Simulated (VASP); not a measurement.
Write the native input for VASP 6.6.1 that does the following.

```yaml
Task: band structure
Functional: PBEsol
Potentials_or_basis: VASP PAW PBE potentials, release 64 (Na_pv, Sb, Au)
Cutoff: 520 eV
k_mesh: 5 × 5 × 3
Occupations: fermi-dirac, width 0.05 eV
Spin: no spin polarisation
Further_INCAR_settings: ALGO = Fast; EDIFF = 1e-06
```

Crystal: NaSb2Au.

```
Na Sb Au
1.0
     4.35730    0.00000    0.00000
    -2.17865    3.77354    0.00000
     0.00000    0.00000    6.81847
Na Sb Au
1 2 1
Direct
  0.00000 0.00000 0.50000
  0.66667 0.33333 0.81632
  0.33333 0.66667 0.18368
  0.00000 0.00000 0.00000
```

The cell was built by a generator and needn't be a form met in nature.

The input as run:

POSCAR

```
NaSb2Au
1.0
    4.3573000000      0.0000000000      0.0000000000
   -2.1786500000      3.7735400000      0.0000000000
    0.0000000000      0.0000000000      6.8184700000
Na Sb Au
1 2 1
Direct
    0.0000000000      0.0000000000      0.5000000000
    0.6666700000      0.3333300000      0.8163200000
    0.3333300000      0.6666700000      0.1836800000
    0.0000000000      0.0000000000      0.0000000000
```

INCAR.step1

```
PREC     = Accurate       # precision mode
ENCUT    = 520            # plane-wave cutoff, eV
EDIFF    = 1E-6           # SCF threshold, eV
ISMEAR   = -1             # smearing method
SIGMA    = 0.05           # smearing width, eV
LREAL    = False          # projectors in reciprocal space
LASPH    = True           # aspherical terms in the spheres
NELM     = 80             # most SCF steps
ALGO     = Fast           # electronic algorithm
ISIF     = 2              # what is computed and relaxed
LWAVE    = False          # write WAVECAR
LCHARG   = True           # write CHGCAR
LMAXMIX  = 4              # l up to which the mixer works
GGA      = PS             # functional
```

KPOINTS.step1

```
Automatic mesh
0
Gamma
  5 5 3
```

INCAR.step2

```
PREC     = Accurate       # precision mode
ENCUT    = 520            # plane-wave cutoff, eV
EDIFF    = 1E-6           # SCF threshold, eV
ISMEAR   = 0              # smearing method
SIGMA    = 0.05           # smearing width, eV
LREAL    = False          # projectors in reciprocal space
LASPH    = True           # aspherical terms in the spheres
NELM     = 80             # most SCF steps
ALGO     = Fast           # electronic algorithm
ISIF     = 2              # what is computed and relaxed
LWAVE    = False          # write WAVECAR
LCHARG   = False          # write CHGCAR
LMAXMIX  = 4              # l up to which the mixer works
GGA      = PS             # functional
ICHARG   = 11             # starting density
```

KPOINTS.step2

```
path GMKGALHA,LM,KH
15
line-mode
reciprocal
 0.0000000000  0.0000000000  0.0000000000  G
 0.5000000000  0.0000000000  0.0000000000  M

 0.5000000000  0.0000000000  0.0000000000  M
 0.3333333333  0.3333333333  0.0000000000  K

 0.3333333333  0.3333333333  0.0000000000  K
 0.0000000000  0.0000000000  0.0000000000  G

 0.0000000000  0.0000000000  0.0000000000  G
 0.0000000000  0.0000000000  0.5000000000  A

 0.0000000000  0.0000000000  0.5000000000  A
 0.5000000000  0.0000000000  0.5000000000  L

 0.5000000000  0.0000000000  0.5000000000  L
 0.3333333333  0.3333333333  0.5000000000  H

 0.3333333333  0.3333333333  0.5000000000  H
 0.0000000000  0.0000000000  0.5000000000  A

 0.5000000000  0.0000000000  0.5000000000  L
 0.5000000000  0.0000000000  0.0000000000  M

 0.3333333333  0.3333333333  0.0000000000  K
 0.3333333333  0.3333333333  0.5000000000  H
```

Potentials or basis: VASP PAW PBE potentials, release 64 (Na_pv, Sb, Au).

Launch:

```console
$ cat potpaw_PBE.64/Na_pv/POTCAR potpaw_PBE.64/Sb/POTCAR potpaw_PBE.64/Au/POTCAR > POTCAR
$ cp INCAR.step1 INCAR
$ cp KPOINTS.step1 KPOINTS
$ mpirun -np 1 vasp_std > vasp.out
$ cp INCAR.step2 INCAR
$ cp KPOINTS.step2 KPOINTS
$ mpirun -np 1 vasp_std > vasp.out
```

Results of the run:

```yaml
Band_gap_along_the_path: none (metal or under the smearing width)
```

Caveat: the log is that of the step along the path at fixed density, whose energy, stress, charges and moments have no meaning; spin-orbit coupling is left out, which moves the levels of the heavy elements.

Run time: 2.7 min on 1 thread of Intel(R) Xeon(R) 6975P-C (Granite Rapids), on a shared host, peak memory 0.43 GiB.
